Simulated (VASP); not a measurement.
Given:

```
MgS
1.0
    0.00000     2.55870     2.55870
    2.55870     0.00000     2.55870
    2.55870     2.55870     0.00000
Mg S
1 1
Cartesian
  0.00000   0.00000   0.00000
  2.55870   2.55870   2.55870
```

The numbers are results of LDA (Ceperley-Alder, Perdew-Zunger), VASP's LDA PAW potentials (set 64) (plane waves; VASP), not measurements. Run with 520 eV cut-off, Gaussian smearing of 0.050 eV, potentials Mg S.

**Question.** Give the energies of bands 2 to 7 at the high-symmetry points, in eV from the valence-band maximum.

**Answer.** 
```tsv
band	Γ	X	U	L	W
2	0.00	-4.52	-4.00	-5.18	-3.50
3	0.00	-1.82	-3.44	-0.65	-3.50
4	0.00	-1.82	-1.48	-0.65	-2.56
5	3.90	2.66	3.78	4.45	5.28
6	7.80	4.09	6.64	6.80	7.91
7	7.80	12.29	9.74	6.80	7.91
```

The gap is indirect, 2.66 eV, from the valence maximum at Γ to the conduction minimum at X.

The compound is MgS in the rock salt structure. It was relaxed first.
